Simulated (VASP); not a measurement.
# TaN: accuracy against cost in the SCF threshold and plane-wave cutoff, part 3 of 3

How sensitive are energy, pressure and forces of TaN to the SCF threshold and plane-wave cutoff? The series runs use PBEsol. The start is a cell from a database of measured crystal structures.

VASP 6.6.1; PBEsol; plane waves and PAW (Ta_pv, N).

Still holding for the runs below: The k-mesh is coarse for a metal.

So far. Step 14 (Plane-wave cutoff: ENCUT = 520): Against the run before the energy moves by +0.87 meV an atom and the pressure by +0.54 GPa, after 14 cycles in 20 s.

### 15. Plane-wave cutoff: ENCUT = 640

INCAR reads:

```
SYSTEM = TaN
PREC = Accurate
ENCUT = 640
EDIFF = 1E-06
NELM = 100
ISMEAR = -1
SIGMA = 0.05
LREAL = .FALSE.
ALGO = Normal
GGA = PS
NBANDS = 30
LASPH = .TRUE.
LORBIT = 11
LWAVE = .FALSE.
LCHARG = .FALSE.
KPAR = 4
ISIF = 2
```

POSCAR reads:

```
TaN
1.0
    5.1960000000      0.0000000000      0.0000000000
   -2.5980000000      4.4998679981      0.0000000000
    0.0000000000      0.0000000000      2.9110000000
Ta N
3 3
Direct
    0.3333333333      0.6666666667      0.5000000000
    0.6666666667      0.3333333333      0.5000000000
    0.0000000000      0.0000000000      0.0000000000
    0.3928500000      0.0000000000      0.0000000000
    0.6071500000      0.6071500000      0.0000000000
    0.0000000000      0.3928500000      0.0000000000
```

KPOINTS reads:

```
Automatic mesh
0
Gamma
5 5 8
0 0 0
```

The projector-augmented-wave data sets are Ta_pv and N (PBE family, release 64).

Started as:

```
mpirun -np 4 vasp_std
```

Log:

```text
[... set-up lines as in an earlier step ...]
 entering main loop
       N       E                     dE             d eps       ncg     rms          rms(c)
DAV:   1     0.492865567525E+03    0.49287E+03   -0.29841E+04  1500   0.196E+03
DAV:   2    -0.441802923386E+02   -0.53705E+03   -0.51740E+03  1674   0.536E+02
DAV:   3    -0.798175649587E+02   -0.35637E+02   -0.35001E+02  1830   0.132E+02
DAV:   4    -0.806268098950E+02   -0.80924E+00   -0.79870E+00  1874   0.191E+01
[...]
DAV:  12    -0.714539099855E+02    0.52453E-04   -0.32928E-04  1918   0.108E-01    0.147E-02
DAV:  13    -0.714539094266E+02    0.55890E-06   -0.17077E-05  1840   0.250E-02    0.518E-03
DAV:  14    -0.714539092421E+02    0.18450E-06   -0.51519E-07  1170   0.606E-03
   1 F= -.71453909E+02 E0= -.71449639E+02  d E =-.853992E-02
```

Wall time 29 s (4 MPI ranks of AMD EPYC 7R43, shared host); peak memory 0.91 GiB.

Parts of OUTCAR (step 15):

```text
  Total       -1.0136886     -1.0136886     -1.8578617      0.0000000      0.0000000      0.0000000
  in kB      -23.8618444    -23.8618444    -43.7333606      0.0000000      0.0000000      0.0000000
  external PRESSURE =     -30.4856831 kB  Pullay stress =       0.0000000 kB

 POSITION                                       TOTAL-FORCE (eV/Angst)
 -----------------------------------------------------------------------------------
     -0.00000      2.99991      1.45550         0.000000      0.000000     -0.000000
      2.59800      1.49996      1.45550         0.000000      0.000000     -0.000000
      0.00000      0.00000      0.00000         0.000000      0.000000     -0.000000
      2.04125      0.00000      0.00000        -0.007604      0.000000      0.000000
      1.57738      2.73209      0.00000         0.003802      0.006585      0.000000
     -1.02062      1.76777      0.00000         0.003802     -0.006585     -0.000000
 -----------------------------------------------------------------------------------
    total drift:                                0.000000      0.000000      0.000000

  FREE ENERGIE OF THE ION-ELECTRON SYSTEM (eV)
  ---------------------------------------------------
  free  energy   TOTEN  =       -71.4539092421 eV

  energy  without entropy=      -71.4453693185  energy(sigma->0) =      -71.44963928

[... 1 part as in an earlier step ...]

[... 2 further parts left out ...]
[key lines of the parts left out:]
E-fermi :   8.3570
```

Against the run before the energy moves by -1.89 meV an atom and the pressure by -0.11 GPa, after 14 cycles in 29 s.

### 16. Plane-wave cutoff: ENCUT = 800

Edit INCAR of step 15 so:

```diff
@@ -2,3 +2,3 @@
 PREC = Accurate
-ENCUT = 640
+ENCUT = 800
 EDIFF = 1E-06
```

POSCAR is that of step 15.

KPOINTS is that of step 15.

Started as:

```
mpirun -np 4 vasp_std
```

Log:

```text
[... set-up lines as in an earlier step ...]
 entering main loop
       N       E                     dE             d eps       ncg     rms          rms(c)
DAV:   1     0.540833068846E+03    0.54083E+03   -0.33730E+04  1500   0.232E+03
DAV:   2    -0.341206671799E+02   -0.57495E+03   -0.55147E+03  1614   0.599E+02
DAV:   3    -0.795413258376E+02   -0.45421E+02   -0.44412E+02  1914   0.164E+02
DAV:   4    -0.806402877910E+02   -0.10990E+01   -0.10891E+01  1848   0.235E+01
[...]
DAV:  12    -0.714654415362E+02    0.56653E-04   -0.37581E-04  1934   0.125E-01    0.142E-02
DAV:  13    -0.714654413241E+02    0.21205E-06   -0.16242E-05  1928   0.280E-02    0.499E-03
DAV:  14    -0.714654411742E+02    0.14990E-06   -0.39511E-07  1200   0.562E-03
   1 F= -.71465441E+02 E0= -.71461172E+02  d E =-.853888E-02
```

Elapsed: 35 s, on 4 MPI ranks; peak memory 0.99 GiB.

OUTCAR, selected parts (step 16):

```text
  Total       -0.9353972     -0.9353972     -1.7821467      0.0000000      0.0000000      0.0000000
  in kB      -22.0188961    -22.0188961    -41.9510575      0.0000000      0.0000000      0.0000000
  external PRESSURE =     -28.6629499 kB  Pullay stress =       0.0000000 kB

 POSITION                                       TOTAL-FORCE (eV/Angst)
 -----------------------------------------------------------------------------------
     -0.00000      2.99991      1.45550         0.000000      0.000000     -0.000000
      2.59800      1.49996      1.45550         0.000000      0.000000     -0.000000
      0.00000      0.00000      0.00000         0.000000      0.000000     -0.000000
      2.04125      0.00000      0.00000        -0.006983     -0.000000      0.000000
      1.57738      2.73209      0.00000         0.003492      0.006048     -0.000000
     -1.02062      1.76777      0.00000         0.003492     -0.006048     -0.000000
 -----------------------------------------------------------------------------------
    total drift:                                0.000000      0.000000      0.000000

  FREE ENERGIE OF THE ION-ELECTRON SYSTEM (eV)
  ---------------------------------------------------
  free  energy   TOTEN  =       -71.4654411742 eV

  energy  without entropy=      -71.4569022941  energy(sigma->0) =      -71.46117173

[... 1 part as in an earlier step ...]

[... 2 further parts left out ...]
[key lines of the parts left out:]
E-fermi :   8.3575
```

Against the run before the energy moves by -1.92 meV an atom and the pressure by +0.18 GPa, after 14 cycles in 35 s.

### 17. The plane-wave cutoff series as a table

This step: convergence of PBEsol results with the cutoff; plane waves and PAW (VASP 6.6.1).

This step runs nothing: it gathers the runs above.

Differences are taken from the run with ENCUT = 800. Results of the series, by row:

```
    setting     status  energy less the reference (meV/atom)  pressure (GPa)  largest force difference (meV/Å)  SCF cycles  wall time (s)
ENCUT = 240  converged                                -27.92          -45.61                             37.04          13              7
ENCUT = 300  converged                                 13.69          -22.23                             20.07          13            8.6
ENCUT = 360  converged                                 12.43          -10.43                              19.5          14             11
ENCUT = 400  converged                                 3.231          -6.127                             2.574          14           14.4
ENCUT = 460  converged                                 2.945          -3.473                             1.382          14           14.8
ENCUT = 520  converged                                 3.815          -2.937                             0.511          14             20
ENCUT = 640  converged                                 1.922          -3.049                             0.621          14             29
ENCUT = 800  converged                                     0          -2.866                                 0          14             35
```

### 18. Outcome

```
SCF threshold from which the energy stays within 10 meV/atom of the reference     : EDIFF = 0.01
SCF threshold from which the energy stays within 1 meV/atom of the reference      : EDIFF = 0.01
SCF threshold from which the pressure stays within 0.2 GPa of the reference       : EDIFF = 0.01
spread of the pressure over the SCF threshold                                     : 0.0481 GPa
spread of the energy over the SCF threshold                                       : 0.0301 meV/atom
plane-wave cutoff from which the energy stays within 10 meV/atom of the reference : ENCUT = 400
plane-wave cutoff from which the energy stays within 1 meV/atom of the reference  : none before the reference itself
plane-wave cutoff from which the pressure stays within 0.2 GPa of the reference   : ENCUT = 520
spread of the pressure over the plane-wave cutoff                                 : 42.7 GPa
spread of the energy over the plane-wave cutoff                                   : 41.6 meV/atom
```

**Reading.** From EDIFF = 0.01 on, the energy stays within 1 meV an atom of the reference, at 70 % of its time. The pressure holds within 0.2 GPa from EDIFF = 0.01 on. The loosest stop saves 6 of 16 cycles and costs -0.0 meV an atom, +0.04 GPa, 10.8 meV/Å in forces. No run before the reference (ENCUT = 800) settles within 1 meV an atom of it; the nearest step is off by +1.9 meV an atom, -0.18 GPa, 0.6 meV/Å in forces. The pressure holds within 0.2 GPa from ENCUT = 520 on. These cutoffs are 0.6 to 2 times the default of the data sets, about 400 eV; at the default the run is off by +3.2 meV an atom, -3.26 GPa, 2.6 meV/Å in forces, and at 1.3 times by +3.8 meV an atom, -0.07 GPa, 0.5 meV/Å in forces. Energy differences between like cells converge faster than these totals. Differences are taken from the run with ENCUT = 800, which is itself not the exact limit. The runs at ENCUT = 240; ENCUT = 300; ENCUT = 360; ENCUT = 400 are over 30 meV an atom or 2 GPa off and describe the material poorly.

[Lines on the potential files, build, host, timing and source positions are cut from VASP's logs without a mark.]

[Logs are printed without paths, hosts, clocks, repeated set-up lines and the standing remarks that a program may print on its own settings, such as how far it seeks lower states.]

[Hosts, paths, dates, database ids (printed as entryN), source tags and the programs' standing remarks are cut or masked in the printed files.]

[A measured line is paired with the nearest computed mode of its activity, which favours agreement.]
